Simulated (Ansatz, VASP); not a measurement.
# Sc3AlP in VASP and in Ansatz

```xyz
5
Lattice="5.0017 0.0000 0.0000 0.0000 5.0017 0.0000 0.0000 0.0000 5.0017" Properties=species:S:1:pos:R:3 pbc="T T T"
Sc    2.5009    2.5009    0.0000
Sc    0.0000    2.5009    2.5009
Sc    2.5009    0.0000    2.5009
Al    2.5009    2.5009    2.5009
P     0.0000    0.0000    0.0000
```

Change from the starting cell: species swapped into the Lu3InN type (Pm-3m, No. 221).

Alike in both runs: task relaxation of cell and atoms; functional PBE; k mesh 8 × 8 × 8; occupations gaussian, width 0.1 eV; no spin polarisation.

```csv
,VASP,Ansatz
version,VASP 6.6.1,Ansatz 0.2.0
potentials or method,"VASP PAW PBE potentials, release 64 (Sc_sv, Al, P)","scalar-relativistic, plane waves, PAW"
plane-wave cutoff (eV),600,420
valence electrons in the cell,41,41
```

|  | VASP | Ansatz | Ansatz less VASP |
| --- | --- | --- | --- |
| gap on the k mesh at the Fermi level, each at its own relaxed structure (eV) | none | none | - |
| relaxed volume (Å³/atom) | 25.17 | 25.11 | -0.068 |
| relaxed cell length with the largest relative difference (Å) | 5.012 | 5.007 | -0.0045 |

A gap of «none» marks a metal or a gap that the smearing closes.
